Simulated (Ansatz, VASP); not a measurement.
# W2CS2 (W2CS2 MXene, 1 layer) in two plane-wave programs

One calculation is typed for both programs; each brings its own data sets. How far apart do they land? The structure shown is the start of the Ansatz relaxation below; VASP solves that cell, so the two are compared at the walk's first step.

Calculated with Ansatz 0.2.0; plane waves, with VASP 6.6.1 beside it; single point at PBE.

**1. The structure**

The cell holds 5 atoms: 2 S, 2 W and 1 C. Cell: a = 3.125 Å, b = 3.125 Å, c = 21.950 Å, α = 90.0°, β = 90.0°, γ = 120.0°. Vacuum lies along c.

**2. Ansatz: relaxation, PBE**

Ansatz runs on its default PAW (the set named soft_2) files.

The two programs are compared at the cell with which this relaxation starts, whose forces are those of its first step.

File input.yaml:

```yaml
crystal:
  lattice:
    - [3.125408, 0.0, 0.0]
    - [-1.562704, 2.7066827252, 0.0]
    - [0.0, 0.0, 21.9500848989]
  atoms:
    - { symbol: S, position: [0.3333333333, 0.6666666667, 0.3644632828] }
    - { symbol: W, position: [0.6666666667, 0.3333333333, 0.4438178606] }
    - { symbol: C, position: [0.0, 0.0, 0.5] }
    - { symbol: W, position: [0.3333333333, 0.6666666667, 0.5561821394] }
    - { symbol: S, position: [0.6666666667, 0.3333333333, 0.6355367172] }
kpoints:
  mp_grid: { grid: [12, 12, 1] }
hamiltonian:
  xc: pbe
scf:
  occupations: { method: fermi_dirac, width: 0.05 }
  convergence: { dr2_threshold: 1.0e-08 }
efield:
  axis: 3
  dipole_correction: true
  ramp_position: 0.97
  ramp_width: 0.04
relax:
  f_tol: 0.01
  cell: { fix: [c, alpha, beta] }
output:
  write_potential: true
  write_density: true
  volumetric_format: npy
```

Run with:

```sh
> ansatz run input.yaml --threads 4 --pin off --max-ram 8192MiB --backend cpu --events-out ev --progress --plain --runs-dir out
```

Numbers of over 12 decimals in the logs are rounded to 6 here.

Output:

```text
Warning: relax.cell: scf.convergence.dr2_threshold = 1e-8 eV is looser than the 5e-10 eV advised for a relaxation that steers and ends on the stress (1e-10 eV for each atom of the cell: 5). What an SCF threshold leaves in a stress goes as its square root, and in the free energy as the threshold itself, and one threshold admits the most on a small cell: [figures from the program's tests cut] Set scf.convergence.dr2_threshold to 5e-10 eV or tighter. The threshold is an SCF's pass mark: one that does not reach it within its budget of iterations ends unconverged, or closes short of it on a stop that the run arms, and scf.convergence.dr2_threshold's page says what that costs each kind of run
Engine: ansatz 0.2.0, aarch64-unknown-linux-gnu
Pseudopotentials: kind: paw
Pseudopotential: S, paw, valence charge 6, recommended cutoff 420 eV (normal), S.paw.azcp
Pseudopotential: W, paw, valence charge 14, recommended cutoff 420 eV (normal), W.paw.azcp
Pseudopotential: C, paw, valence charge 4, recommended cutoff 420 eV (normal), C.paw.azcp
Functional definition: PBE
  parameter kappa = 0.804
  parameter beta = 0.066725
  exchange = pbe_x(kappa = kappa, mu = beta*pi^2/3)
  correlation = pbe_c(beta = beta)
Crystal: 5 atoms, lattice volume = 185.686 Å³
Basis set: ecut = 420 eV, 3589 PW (Γ), exchange–correlation on 48×48×300 points (8 copies of the dense FFT grid, shifted against one another)
Bands: 27, of which v1, the nominal top of the filled ones, is band 22 counted from 1 (21 counted from 0)
Symmetry: 6 space group operations
k-points: 19 of 144 (time reversal used)
Non-local potential: S, projectors of the file, l = 0: 2, l = 1: 2, l = 2: 2
Non-local potential: W, projectors of the file, l = 0: 3, l = 1: 2, l = 2: 2, l = 3: 1
Non-local potential: C, projectors of the file, l = 0: 2, l = 1: 2, l = 2: 1
PAW form: soft (Blöchl's): semilocal exchange-correlation on the pseudo side does not see the compensation charge
PAW one-centre angular grid: S, 110 points (default); XC on 64 Gauss nodes
PAW one-centre angular grid: W, 590 points (default); XC on 64 Gauss nodes
PAW one-centre angular grid: C, 110 points (default); XC on 64 Gauss nodes
Initial density: superposition of atomic densities (neutral atoms: chi_scale 0, normalization atom), corrected by the library's trained network
Initial wavefunctions: pseudopotential atomic-orbital guess
Functional: x = pbe(κ = 0.804, μ = 0.219515), c = pbe(β = 0.066725)
SCF iter   1: F=—  HF=-22825.656762 eV  |F-HF|=—  |Δ(HF+E_count)|=         —  Δρ=4.34e-3  dr2=1.22e-1  ethr=1.77e-3  p=0.000 e·Å  D=3.43e-4 V/Å  ΔV_dip=-0.01 eV  dr2_dipole=5.63e-6  V_vac-E_F(+/−)=4.90/4.91 eV  ⟨swp⟩=8.9  Hψ=3099  notcnv=0
efield: sawtooth ramp at fractional position 0.9700 (set: `efield.ramp_position`, or a place that a band, a saddle search or an elastic batch's reference lends), width 0.0400; the density the first Hamiltonian is built on has a dipole p = 0.000 e·Å; the dipole correction subtracts the counter field D = 3.43e-4 V/Å, which shifts the + side's vacuum level by -0.01 eV against the − side's; the planar-averaged density in the ramp window peaks in size at 4.4e-5 e/Å³
preconditioner: auto → LDOS  [metal: Δε(μ)=0.094 eV  Ē_g=7.710 eV  σ=0.050 eV  W_gap=0.38  n_scr=14 (ndim 8)  ℏωp=14.4 eV  f_vac=0.576  D(μ)=3.06/eV (n_scr^D=12)  β→1.0]
SCF iter   2: F=—  HF=-22825.650069 eV  |F-HF|=—  |Δ(HF+E_count)|=   6.69e-3  Δρ=2.32e-3  dr2=2.61e-2  ethr=2.77e-4  p=0.000 e·Å  D=1.68e-5 V/Å  ΔV_dip=-0.00 eV  dr2_dipole=1.50e-6  V_vac-E_F(+/−)=4.91/4.91 eV  ⟨swp⟩=3.3  Hψ=973  notcnv=0  defer=1
SCF iter   3: F=—  HF=-22825.647342 eV  |F-HF|=—  |Δ(HF+E_count)|=   2.73e-3  Δρ=2.51e-4  dr2=3.20e-4  ethr=5.92e-5  p=0.000 e·Å  D=3.01e-5 V/Å  ΔV_dip=-0.00 eV  dr2_dipole=2.67e-7  V_vac-E_F(+/−)=4.89/4.89 eV  ⟨swp⟩=2.5  Hψ=767  notcnv=0  defer=1
SCF iter   4: F=—  HF=-22825.647415 eV  |F-HF|=—  |Δ(HF+E_count)|=   7.34e-5  Δρ=5.51e-5  dr2=4.13e-6  ethr=7.26e-7  p=-0.000 e·Å  D=-1.79e-6 V/Å  ΔV_dip=0.00 eV  dr2_dipole=5.23e-14  V_vac-E_F(+/−)=4.89/4.89 eV  ⟨swp⟩=3.3  Hψ=1123  notcnv=0  defer=1
SCF iter   5: F=—  HF=-22825.647310 eV  |F-HF|=—  |Δ(HF+E_count)|=   1.05e-4  Δρ=2.23e-5  dr2=1.00e-6  ethr=9.39e-9  p=0.000 e·Å  D=1.50e-6 V/Å  ΔV_dip=-0.00 eV  dr2_dipole=1.03e-9  V_vac-E_F(+/−)=4.89/4.89 eV  ⟨swp⟩=3.3  Hψ=1194  notcnv=0  defer=1
SCF iter   6: F=—  HF=-22825.647310 eV  |F-HF|=—  |Δ(HF+E_count)|=   8.80e-8  Δρ=3.40e-6  dr2=1.68e-8  ethr=2.27e-9  p=-0.000 e·Å  D=-2.87e-7 V/Å  ΔV_dip=0.00 eV  dr2_dipole=7.69e-12  V_vac-E_F(+/−)=4.89/4.89 eV  ⟨swp⟩=2.2  Hψ=923  notcnv=0  defer=1
[...]
SCF 6 converged in 5 iterations: F = -22826.180393 eV  dr2 = 2.55e-9
relax step   6: F+E_penalty+E_count = -22826.18039263 eV  Δ(F+E_penalty+E_count) = -2.151e-4 eV  max|allowed force component| = 5.876e-3 eV/Å  Δτ_max = 0.0025 Å  P = -0.027 GPa  Ω = 203.440 Å³  energy of the carried Pulay correction = -4.670e-3 eV  fix = [c, alpha, beta]  reactions: c -0.049 GPa  (5 SCF iters, accepted)
Initial wavefunctions: pseudopotential atomic-orbital guess (no wavefunctions were taken with the density)
iter 1 solved again at ethr=1.84e-7 eV; its pass at ethr=3.10e-3 eV (dr2=8.09e-5 eV) is discarded
SCF iter   1: F=—  HF=-22826.187034 eV  |F-HF|=—  |Δ(HF+E_count)|=         —  Δρ=2.33e-4  dr2=1.73e-5  ethr=1.84e-7  p=0.000 e·Å  D=2.49e-7 V/Å  ΔV_dip=-0.00 eV  dr2_dipole=8.08e-13  V_vac-E_F(+/−)=5.08/5.08 eV  ⟨swp⟩=4.8  Hψ=4745  notcnv=0
efield: sawtooth ramp at fractional position 0.9700 (set: `efield.ramp_position`, or a place that a band, a saddle search or an elastic batch's reference lends), width 0.0400; the density the first Hamiltonian is built on has a dipole p = 0.000 e·Å; the dipole correction subtracts the counter field D = 2.49e-7 V/Å, which shifts the + side's vacuum level by -0.00 eV against the − side's; the planar-averaged density in the ramp window peaks in size at 2.5e-6 e/Å³
preconditioner: auto → LDOS  [insulator: Δε(μ)=0.135 eV  Ē_g=7.805 eV  σ=0.050 eV  W_gap=0.57  n_scr=14 (ndim 8)  ℏωp=13.8 eV  f_vac=0.606  D(μ)=2.08/eV (n_scr^D=8)  ε∞_Penn≈4.1  β→1.0]
SCF iter   2: F=—  HF=-22826.187612 eV  |F-HF|=—  |Δ(HF+E_count)|=   5.78e-4  Δρ=5.09e-5  dr2=6.10e-6  ethr=3.94e-8  p=0.000 e·Å  D=8.60e-7 V/Å  ΔV_dip=-0.00 eV  dr2_dipole=1.56e-10  V_vac-E_F(+/−)=5.08/5.08 eV  ⟨swp⟩=3.4  Hψ=1200  notcnv=0
SCF iter   3: F=—  HF=-22826.187497 eV  |F-HF|=—  |Δ(HF+E_count)|=   1.15e-4  Δρ=1.26e-5  dr2=3.37e-7  ethr=1.39e-8  p=0.000 e·Å  D=1.77e-7 V/Å  ΔV_dip=-0.00 eV  dr2_dipole=8.36e-14  V_vac-E_F(+/−)=5.08/5.08 eV  ⟨swp⟩=2.0  Hψ=778  notcnv=0
SCF iter   4: F=-22826.187500 eV  HF=-22826.187500 eV  |F-HF|=1.83e-7  |Δ(HF+E_count)|=   2.43e-6  Δρ=2.04e-6  dr2=7.89e-9  ethr=2.27e-11  p=0.000 e·Å  D=1.88e-7 V/Å  ΔV_dip=-0.00 eV  dr2_dipole=8.45e-14  V_vac-E_F(+/−)=5.08/5.08 eV  ⟨swp⟩=13.2  Hψ=5075  notcnv=0
SCF 7 converged in 4 iterations: F = -22826.187500 eV  dr2 = 7.89e-9
relax step   7: F+E_penalty+E_count = -22826.18749980 eV  Δ(F+E_penalty+E_count) = -7.107e-3 eV  max|allowed force component| = 6.514e-3 eV/Å  Δτ_max = 0.0000 Å  P = +0.004 GPa  Ω = 203.440 Å³  fix = [c, alpha, beta]  reactions: c -0.037 GPa  stress off target by 2.43e-2 GPa on what of the cell is left free  SCF on the basis re-selected at this cell (its energy is not comparable with the rows above)  (4 SCF iters)
basis re-selected at this cell: Δ(F+E_penalty+E_count) = -7.107e-3 eV, ΔP = +0.031 GPa vs the last step (what re-selecting the basis moved, of the pressure what is left beyond the Pulay correction that the steps carried, after the strain that the cell walked since its last selection, with what the two solves' SCF thresholds leave and, on support functions, any second-order correction that the steps lacked; it is no m [...]
WARN: The input density's exchange-correlation potential varies sharply where the density is thin. Do not read a vacuum level from v_tot or v_xc, or from such a field of the output density. On a cell that repeats whose density bears no net charge and no dipole along the vacuum's axis use v_es (v_loc + v_h of the components); under efield.dipole_correction with no amplitude use v_es + v_field, which holds any external [...]
SCF converged after 4 iterations
Free energy (F): -22826.187500 eV
Harris-Foulkes:  -22826.187500 eV  (|F-HF|=1.83e-7)
Internal energy: -22826.170487 eV  (E = F + TS)
E sigma→0 (E₀):  -22826.178993 eV
Entropy (-TS):   -0.017013 eV (-3.403 meV/atom)
Fermi energy:    2.141819 eV
Dipole field:    D = 0.000001 V/Å  (p = 0.000001 e·Å, saw-weighted, corrected)
Work function:   Φ+ = 5.0776 eV   Φ− = 5.0776 eV
Levels:          The Fermi level and band energies are counted from a zero that moves with the ramp; work functions are not
--- Per-component energies (eV) ---
  E_band       = -853.636272
  E_kinetic    = 1205.040607
  E_local      = -38761.139025  (includes V_loc(G=0)·N_el)
  E_nonlocal   = 83.801382
  E_hartree    = 18798.946882
  E_xc         = -776.936971
  E_vxc        = -713.071377  (∫ρ·V_xc dr)
  E_paw        = -18424.300254  (= ΣΔE_a)
  E_vpaw       = -266.169058  (= ΣTr[D̂ρ^β])
  E_aug_tail   = -0.000123  (compensation charges beyond the density's cutoff)
  E_efield     = 0.000000  (sawtooth field / dipole correction)
  E_vefield    = -0.000006  (∫n·V_field dr)
  E_ewald      = 15048.417015
  E_smearing   = -0.017013  (= −TS)
  E_closure    = 0.000000  (closes the sum)
  Σ components = -22826.187500   (vs F -22826.187500, Δ=0.00e0)
--- Forces (eV/Å), atoms counted from 1 ---
  atom   1  S      0.00000000     0.00000000     0.00651380
  atom   2  W     -0.00000000    -0.00000000     0.00552741
  atom   3  C     -0.00000000    -0.00000000    -0.00000074
  atom   4  W      0.00000000     0.00000000    -0.00552695
  atom   5  S     -0.00000000    -0.00000000    -0.00651366
  max |Σ_I F_I| component: 1.49e-7 eV/Å
--- Stress (GPa, compression-positive) ---
        0.024334       0.000000       0.000000
        0.000000       0.024334       0.000000
        0.000000       0.000000      -0.036923
  P = ⅓ Tr σ = 0.0039 GPa (0.039 kbar)
--- Band table (eV; the first three rows and the last of 19) ---
  k-point 0: bands = [... 18 lower, -0.3943, -0.3943, 1.1389, 1.4468, 1.4468, 2.8740, 2.8740, 3.2297, ... 1 higher]
  k-point 1: bands = [... 18 lower, -0.6148, -0.1798, 0.6215, 1.4978, 1.7547, 2.9023, 3.0570, 3.6352, ... 1 higher]
  k-point 2: bands = [... 18 lower, -0.5977, -0.2847, -0.0458, 1.4734, 2.0467, 3.0532, 3.6162, 3.6233, ... 1 higher]
  k-point 18: bands = [... 18 lower, -2.0389, -2.0389, 1.3821, 1.3821, 1.6594, 3.7494, 3.7494, 4.5727, ... 1 higher]
--- Relaxed structure (6 steps of the walk, 5 accepted, 1 SCFs on fresh bases) ---
  F+E_penalty+E_count = -22826.18749980 eV   max|allowed force component| = 6.514e-3 eV/Å   (the final SCF, on the basis selected at the relaxed cell)
  cell:  # Å, volume = 203.4402 Å³
    - [3.271410, 0.0, 0]
    - [-1.635705, 2.833124, 0]
    - [0, 0, 21.9500848989]
  atoms:
    - { symbol: S, position: [0.333333, 0.666667, 0.377789] }
    - { symbol: W, position: [0.666667, 0.333333, 0.451460] }
    - { symbol: C, position: [0, 0, 0.500000] }
    - { symbol: W, position: [0.333333, 0.666667, 0.548540] }
    - { symbol: S, position: [0.666667, 0.333333, 0.622211] }
```

The column dr2 measures how far the density is from self-consistency, as an energy; F and HF (Harris–Foulkes) agree once it is small.

[end of part 1 of 2]

[Lines on the potential files, build, host, timing and source positions are cut from VASP's logs without a mark.]

[Logs are printed without paths, hosts, clocks, repeated set-up lines and the standing remarks that a program may print on its own settings, such as how far it seeks lower states.]

[Hosts, paths, dates, database ids (printed as entryN), source tags and the programs' standing remarks are cut or masked in the printed files.]
